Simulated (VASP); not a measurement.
Input:

```yaml
crystal:
  lattice:
    - [4.25659, 0.00000, 0.00000]
    - [0.00000, 4.25659, 0.00000]
    - [0.00000, 0.00000, 4.25659]
  atoms:
    - { symbol: Co, position: [0.85250, 0.64750, 0.35250] }
    - { symbol: Co, position: [0.35250, 0.85250, 0.64750] }
    - { symbol: Co, position: [0.14750, 0.14750, 0.14750] }
    - { symbol: Co, position: [0.64750, 0.35250, 0.85250] }
    - { symbol: Si, position: [0.15601, 0.34399, 0.65601] }
    - { symbol: Si, position: [0.65601, 0.15601, 0.34399] }
    - { symbol: Si, position: [0.84399, 0.84399, 0.84399] }
    - { symbol: Si, position: [0.34399, 0.65601, 0.15601] }
```

Calculation: LDA (Ceperley-Alder, Perdew-Zunger), VASP's LDA PAW potentials (set 64) (plane waves; VASP). Numerical set-up: 500 eV cut-off, 7×7×7 Γ-centred mesh, first-order Methfessel-Paxton smearing of 0.10 eV, potentials Co Si.

Predict the energy per atom (σ→0), pressure, band gap (on the k-mesh) with the smallest direct gap where there is one.

```yaml
band gap (on the k-mesh): none (metal, semimetal or under 0.01 eV)
energy per atom (σ→0): -7.791 eV/atom
pressure: 20.01 GPa
```

Only differences to runs with the same potentials and settings are physical.

The compound is CoSi in the B20 structure. It was relaxed first under an external pressure of 20 GPa. The run is not spin-polarised, so no magnetic state was tried.
